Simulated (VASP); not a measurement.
Crystal: LaB6.

```xyz
7
Lattice="4.1304 0.0000 0.0000 0.0000 4.1304 0.0000 0.0000 0.0000 4.1304" Properties=species:S:1:pos:R:3 pbc="T T T"
La    0.0000    0.0000    0.0000
B     3.3061    2.0652    2.0652
B     0.8243    2.0652    2.0652
B     2.0652    2.0652    3.3061
B     2.0652    2.0652    0.8243
B     2.0652    0.8243    2.0652
B     2.0652    3.3061    2.0652
```

The cell is a database's computed one.

Base run:

* Program: VASP 6.6.1
* Functional: PBEsol
* Potentials or basis: VASP PAW PBE potentials, release 64 (La, B)
* Cutoff: 700 eV
* k mesh: 8 × 8 × 8
* Occupations: gaussian, width 0.1 eV
* Spin: no spin polarisation

Its results: band gap on the k mesh none (metal or under the smearing width); pressure 0.0 GPa.

Question: After a change of settings the same cell gave: band gap on the k mesh none (metal or under the smearing width); pressure 2.9 GPa. Which change was it?
A. potentials or basis from VASP PAW PBE potentials, release 64 (La, B) to VASP PAW PBE potentials, release 64 (La, B_h); cutoff from 700 eV to 900 eV
B. cutoff from 700 eV to 520 eV; k mesh from 8 × 8 × 8 to 14 × 14 × 14
C. functional from PBEsol to r2SCAN; cutoff from 700 eV to 520 eV
D. cutoff from 700 eV to 520 eV; occupations from gaussian, width 0.1 eV to gaussian, width 0.5 eV

Answer: C.

Caveats: the PAW data sets were made with another functional, which shifts forces and pressure a little.

Not every run made on this cell is shown here.
